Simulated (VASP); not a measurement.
Data:

```yaml
crystal:
  lattice:
    - [0.00000, 3.16036, 3.16036]
    - [3.16036, 0.00000, 3.16036]
    - [3.16036, 3.16036, 0.00000]
  atoms:
    - { symbol: In, position: [0.00000, 0.00000, 0.00000] }
    - { symbol: Sb, position: [0.25000, 0.25000, 0.25000] }
```

The numbers are results of LDA (Ceperley-Alder, Perdew-Zunger), VASP's LDA PAW potentials (set 64) (plane waves; VASP), not measurements. Run with 520 eV cut-off, 10×10×10 Γ-centred mesh, first-order Methfessel-Paxton smearing of 0.10 eV, potentials In_d Sb.

Problem. The job: InSb (zinc blende), 2 atoms, LDA, static run, 520 eV, 10×10×10 Γ-centred mesh. Roughly how much core time does it take on a busy server core?

Solution. About 30 core-seconds (one run on a shared machine, a rough figure). It had 47 irreducible k-points, 13 bands, up to 1724 plane waves and 12 electronic steps.

The compound is InSb in the zinc blende structure. This cell is one point of a volume scan, at 0.94 of the reference volume.
